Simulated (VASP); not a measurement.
Crystal: NbTeN.

```
Te Nb N
1.0
     3.58427    0.00000    0.00000
     0.00000    3.58427    0.00000
     0.00000    0.00000    9.54610
Te Nb N
2 2 2
Direct
  0.00000 0.50000 0.30137
  0.50000 0.00000 0.69863
  0.00000 0.50000 0.88562
  0.50000 0.00000 0.11438
  0.00000 0.00000 0.00000
  0.50000 0.50000 0.00000
```

The cell comes from a database or a generator and needn't be the stable form of this composition.

| Item | Value |
| --- | --- |
| Program | VASP 6.6.1 |
| Task | single point |
| Functional | PBE |
| Potentials or basis | VASP PAW PBE potentials, release 64 (Te, Nb_sv, N) |
| Cutoff | 520 eV |
| k mesh | 8 × 8 × 3 |
| Occupations | fermi-dirac, width 0.05 eV |
| Spin | no spin polarisation |

On this cell: pressure -2.1 GPa; largest force 0.538 eV/Å; band gap on the k mesh none (metal or under the smearing width).

The same run follows on a disturbed copy (atoms moved at random, drawn with an rms of 0.05 Å):

```
CELL_PARAMETERS angstrom
3.58427 0.00000 0.00000
0.00000 3.58427 0.00000
0.00000 0.00000 9.54610
ATOMIC_POSITIONS crystal
Te 0.00145 0.49907 0.30163
Te 0.50026 0.00317 0.69146
Nb 0.99350 0.51012 0.88277
Nb 0.49676 0.99170 0.11409
N 0.99227 0.99459 0.99979
N 0.49361 0.50912 0.00045
```

Problem. What does the disturbed cell give?

Solution. The energy (extrapolated to zero smearing) moves by +11.3 meV/atom; pressure -3.0 GPa; largest force 0.839 eV/Å; band gap on the k mesh none (metal or under the smearing width).

Forces on the atoms (eV/Å):
```
Te  -0.029  0.003 -0.063
Te  -0.025 -0.003  0.382
Nb   0.032 -0.402  0.736
Nb  -0.105  0.516 -0.529
N    0.151  0.651 -0.188
N   -0.023 -0.765 -0.337
```

Stress tensor (GPa, compression positive):
```
-2.90  0.02 -0.21
 0.02 -2.67  1.32
-0.21  1.32 -3.55
```

Caveats: this functional lacks dispersion, which binds the layers, so the pressure and a relaxed spacing across them are unreliable (some runs).
